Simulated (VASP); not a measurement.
Al:

```xyz
1
Lattice="0.0000 2.0248 2.0248 2.0248 0.0000 2.0248 2.0248 2.0248 0.0000" Properties=species:S:1:pos:R:3 pbc="T T T"
Al    0.0000    0.0000    0.0000
```

- Program: VASP 6.6.1
- Task: relaxation of cell and atoms
- Functional: PBE
- Dispersion: D3(BJ)
- Potentials or basis: VASP PAW PBE potentials, release 64 (Al)
- Cutoff: 520 eV
- k mesh: 18 × 18 × 18
- Occupations: gaussian, width 0.1 eV
- Spin: no spin polarisation

At the start: pressure -3.8 GPa; volume 16.60 Å³/atom.

Problem. How do energy, volume and symmetry change on relaxing?

Solution. Over 3 steps the energy falls by 10.4 meV/atom and the volume is 15.78 Å³/atom (-5.0 %); space group Fm-3m (No. 225, to 0.05 Å).

The path:
```csv
step,energy change (eV),largest force (eV/Å),pressure (GPa),volume (Å³)
1,0.0000,0.0000,-3.85,16.60
2,-0.0101,0.0000,0.65,15.66
3,-0.0104,0.0000,0.01,15.78
```

Final structure:
```
CELL_PARAMETERS angstrom
0.00000 1.99077 1.99077
1.99077 0.00000 1.99077
1.99077 1.99077 0.00000
ATOMIC_POSITIONS crystal
Al 0.00000 0.00000 0.00000
```

Caveat: pairwise dispersion overbinds metals, which lowers pressure and volume.
